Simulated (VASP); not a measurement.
# CH₂IBr, excited state by fixed occupations: which settings are enough?

CH₂IBr, molecule in box, 5 atoms in the cell. PBE, excited states by fixed occupations; PAW potentials Br, C, I, H (PBE set). VASP 6.6.1.

Wanted: vertical excitation within 0.03 eV; triplet within 0.03 eV.

Electron moved: highest filled to lowest empty level.

POSCAR:
```
H2CIBr
1.0
   11.2320000000      0.0000000000      0.0000000000
    0.0000000000     10.2180000000      0.0000000000
    0.0000000000      0.0000000000     10.9040000000
Br C I H
1 1 1 2
Direct
    0.3561253600      0.4735162900      0.5308613600
    0.5195156700      0.4904282800      0.4816574400
    0.6438746400      0.4061619100      0.6056348400
    0.5400195800      0.5938380900      0.4750816300
    0.5301905300      0.4410624900      0.3943651600
```

The series start from Algorithm at fixed occupations: Damped, LDIAG false; Cutoff (eV): 430; SCF threshold (eV): 1e-5; Vacuum (Å): 8. Each series keeps the choices made before it, and each single choice may use up half of a tolerance. Times cover all steps of a run.

## Algorithm at fixed occupations

| Algorithm at fixed occupations | Vertical excitation (eV) | Triplet (eV) | Time (s) |
|---|---|---|---|
| Damped, LDIAG false | 4.048 | 3.869 | 56 |
| All, LDIAG false | 4.048 | 3.869 | 52 |
| VeryFast, LDIAG false | 4.308 | 4.132 | 190 |
| Normal | 4.057 | 3.869 | 78 |

Chosen: Damped, LDIAG false; no other choice that stays within half of the tolerance saves 30 % of the time.

## Cutoff (eV)

| Cutoff (eV) | Vertical excitation (eV) | Triplet (eV) | Time (s) |
|---|---|---|---|
| 300 | 4.044 | 3.865 | 28 |
| 360 | 4.047 | 3.868 | 38 |
| 430 | 4.048 | 3.869 | 56 |
| 520 | 4.048 | 3.869 | 60 |
| 650 (reference) | 4.048 | 3.868 | 86 |

Chosen: 300, the loosest value from which every tighter one stays within half of the tolerance.

## SCF threshold (eV)

| SCF threshold (eV) | Vertical excitation (eV) | Triplet (eV) | Time (s) |
|---|---|---|---|
| 0.0001 | 4.044 | 3.865 | 20 |
| 1e-5 | 4.044 | 3.865 | 28 |
| 1e-6 (reference) | 4.044 | 3.865 | 27 |

Chosen: 0.0001.

## Vacuum (Å)

| Vacuum (Å) | Vertical excitation (eV) | Triplet (eV) | Time (s) |
|---|---|---|---|
| 6 | 4.010 | 3.835 | 12 |
| 8 | 4.044 | 3.865 | 20 |
| 10 | 4.048 | 3.869 | 36 |
| 12 (reference) | 4.049 | 3.869 | 52 |

Chosen: 8.

## All choices together

| Input | Vertical excitation (eV) | Triplet (eV) | Time (s) |
|---|---|---|---|
| fixed occupations from random orbitals (naive) | 4.048 | 3.869 | 71 |
| chosen settings | 4.044 | 3.865 | 20 |
| reference settings throughout | 4.053 | 3.873 | 229 |

The tolerance is met.

## The input

INCAR.step1:
```
SYSTEM = H2CIBr
PREC = Accurate
ENCUT = 300
EDIFF = 1E-4
NELM = 200
ALGO = Normal
ISMEAR = 0
SIGMA = 0.01
LREAL = .FALSE.
LASPH = .TRUE.
LMAXMIX = 4
LORBIT = 11
LWAVE = .TRUE.
LCHARG = .FALSE.
GGA = PE
ISYM = 0
ISPIN = 2
MAGMOM = 5*0
NBANDS = 18
NUPDOWN = 0
```

INCAR.step2:
```
SYSTEM = H2CIBr
PREC = Accurate
ENCUT = 300
EDIFF = 1E-4
NELM = 300
ALGO = Damped
ISMEAR = -2
SIGMA = 0.01
LREAL = .FALSE.
LASPH = .TRUE.
LMAXMIX = 4
LORBIT = 11
LWAVE = .FALSE.
LCHARG = .FALSE.
GGA = PE
ISYM = 0
ISPIN = 2
MAGMOM = 5*0
NBANDS = 20
ISTART = 1
TIME = 0.4
LDIAG = .FALSE.
FERWE = 10*1 10*0
FERDO = 9*1 1*0 1*1 9*0
```

INCAR.step3, as INCAR.step2 but for:
```
- FERWE = 10*1 10*0
- FERDO = 9*1 1*0 1*1 9*0
+ FERWE = 11*1 9*0
+ FERDO = 9*1 11*0
```

KPOINTS:
```
k-points
0
Gamma
  1 1 1
```

Commands (each step's output is kept before the next begins):
```
cat potpaw_PBE.64/Br/POTCAR potpaw_PBE.64/C/POTCAR potpaw_PBE.64/I/POTCAR potpaw_PBE.64/H/POTCAR > POTCAR
cp INCAR.step1 INCAR
mpirun -np 4 vasp_gam > vasp.out
cp WAVECAR WAVECAR.0
cp INCAR.step2 INCAR
mpirun -np 4 vasp_gam > vasp.out
cp WAVECAR.0 WAVECAR
cp INCAR.step3 INCAR
mpirun -np 4 vasp_gam > vasp.out
```

The naive input happens to agree within the tolerance here, in 71 s.

Limits: The excited determinant mixes singlet and triplet.

The chosen input took VASP 6.6.1 20 s on 4 cores (AMD EPYC 9R45 (Zen 5)), a shared host.
